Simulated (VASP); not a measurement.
Level of theory: PBEsol GGA, VASP's PBE PAW potentials (set 64) (plane waves; VASP).

VASP input:

### KPOINTS
```
kpoints
0
G
 10 10 10
```

**INCAR**
```
ALGO  =  Normal
EDIFF  =  1E-6
EDIFFG  =  -0.01
ENCUT  =  400
GGA  =  PS
IBRION  =  2
ISIF  =  3
ISMEAR  =  1
LASPH  =  .TRUE.
LCHARG  =  .FALSE.
LMAXMIX  =  4
LREAL  =  .FALSE.
LWAVE  =  .FALSE.
NELM  =  100
NSW  =  60
PREC  =  Accurate
SIGMA  =  0.1
SYSTEM  =  SiGe
```

File POSCAR:
```
SiGe
1
    3.1943919784    -0.0000000000     0.0000000000
   -0.0000000000     3.1943919784     0.0000000000
    0.0000000000    -0.0000000000     3.1943919784
Si Ge
1 1
Direct
  0.0000000000   0.0000000000   0.0000000000
  0.5000000000   0.5000000000   0.5000000000
```

POTCAR, in this order: Si Ge_d (PBE.64 set). Program: vasp_std.

What VASP printed:

**OUTCAR**
```
 ion  position               nearest neighbor table
   1  0.000  0.000  0.000-   2 2.77   2 2.77   2 2.77   2 2.77   2 2.77   2 2.77   2 2.77   2 2.77
  LATTYP: Found a simple cubic cell.
 ALAT       =     3.1943919784
 Subroutine PRICEL returns:
 Original cell was already a primitive cell.
 Subroutine GETGRP returns: Found 48 space group operations
The static configuration has the point symmetry O_h .
The dynamic configuration has the point symmetry O_h .
 Subroutine INISYM returns: Found 48 space group operations
 Subroutine IBZKPT returns following result:
 Found     56 irreducible k-points:

 Following reciprocal coordinates:
            Coordinates               Weight
  0.000000  0.000000  0.000000      1.000000
  0.100000  0.000000  0.000000      6.000000
  0.200000  0.000000  0.000000      6.000000
  0.300000  0.000000  0.000000      6.000000
  0.400000  0.000000  0.000000      6.000000
  0.500000  0.000000  0.000000      3.000000
  0.100000  0.100000  0.000000     12.000000
  0.200000  0.100000  0.000000     24.000000
  0.300000  0.100000  0.000000     24.000000
  0.400000  0.100000  0.000000     24.000000
...
```

File OSZICAR:
```
       N       E                     dE             d eps       ncg     rms          rms(c)
DAV:   1     0.751110641390E+02    0.75111E+02   -0.82162E+03  1556   0.278E+03
DAV:   2    -0.257371599394E+01   -0.77685E+02   -0.75190E+02  1556   0.428E+02
DAV:   3    -0.977862876283E+01   -0.72049E+01   -0.71612E+01  1791   0.870E+01
DAV:   4    -0.990671431937E+01   -0.12809E+00   -0.12799E+00  1586   0.116E+01
DAV:   5    -0.990936307565E+01   -0.26488E-02   -0.26487E-02  1786   0.192E+00    0.265E+00
DAV:   6    -0.987565525131E+01    0.33708E-01   -0.29107E-02  1776   0.352E+00    0.145E+00
DAV:   7    -0.986108786930E+01    0.14567E-01   -0.18609E-02  1821   0.202E+00    0.111E-01
DAV:   8    -0.986067901855E+01    0.40885E-03   -0.10390E-03  1766   0.660E-01    0.786E-02
DAV:   9    -0.986065782620E+01    0.21192E-04   -0.67641E-05  1821   0.166E-01    0.164E-02
DAV:  10    -0.986065778798E+01    0.38226E-07   -0.41957E-06  1566   0.251E-02
   1 F= -.98606578E+01 E0= -.98606283E+01  d E =-.986066E+01
```

File OUTCAR:
```
------------------------ aborting loop because EDIFF is reached ----------------------------------------
  FORCE on cell =-STRESS in cart. coord.  units (eV):
  Direction    XX          YY          ZZ          XY          YZ          ZX
  --------------------------------------------------------------------------------------
  Total       -0.0132400     -0.0132400     -0.0132400      0.0000000      0.0000000      0.0000000
  in kB       -0.6507796     -0.6507796     -0.6507796      0.0000000      0.0000000      0.0000000
  external PRESSURE =      -0.6507796 kB  Pullay stress =       0.0000000 kB
  volume of cell :       32.60
      direct lattice vectors                 reciprocal lattice vectors
     3.194391978  0.000000000  0.000000000     0.313048620  0.000000000  0.000000000
     0.000000000  3.194391978  0.000000000     0.000000000  0.313048620  0.000000000
     0.000000000  0.000000000  3.194391978     0.000000000  0.000000000  0.313048620
 POSITION                                       TOTAL-FORCE (eV/Angst)
 -----------------------------------------------------------------------------------
      0.00000      0.00000      0.00000         0.000000      0.000000      0.000000
      1.59720      1.59720      1.59720         0.000000      0.000000      0.000000
 -----------------------------------------------------------------------------------
    total drift:                                0.000000      0.000000     -0.000000
  FREE ENERGIE OF THE ION-ELECTRON SYSTEM (eV)
  ---------------------------------------------------
  free  energy   TOTEN  =        -9.8606577880 eV

  energy  without entropy=       -9.8605692552  energy(sigma->0) =       -9.86062828

 reached required accuracy - stopping structural energy minimisation
```
(Selected blocks of OUTCAR.)

The structure was generated: SiGe was put into the CsCl type type (Pm-3m), which need not be its known phase. It was relaxed first, which changed the volume by +20 %. The start is the result of an earlier pass. VASP warned that the highest band is occupied, so more bands are needed.
